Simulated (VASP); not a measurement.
KBr (rock salt) relaxed at rising pressure, in one space group throughout; other phases were not tried. The pressures are those reached. Level of theory: LDA (Ceperley-Alder, Perdew-Zunger), VASP's LDA PAW potentials (set 64) (plane waves; VASP).

```tsv
P (GPa)	V (Å³/atom)	k-mesh
0.01	32.455	7×7×7
4.96	27.601	8×8×8
10.00	25.080	8×8×8
20.02	22.166	8×8×8
29.96	20.376	8×8×8
```

A change of mesh leaves a small step in the series.

Question: Fit an equation of state and predict the volume at 45.16 GPa.

Answer: Least squares on the third-order Birch-Murnaghan form, P = (3B0/2)(y⁷ − y⁵)[1 + (3/4)(B′ − 4)(y² − 1)] with y = (V0/V)^(1/3), gives V0 = 32.444 Å³/atom, B0 = 21 GPa and B′ = 4.8, and so 18.570 Å³/atom. The run gave 18.539 Å³/atom, -0.2 % from the fit.

Pressures at which the relaxation failed are left out.

The compound is KBr in the rock salt structure.
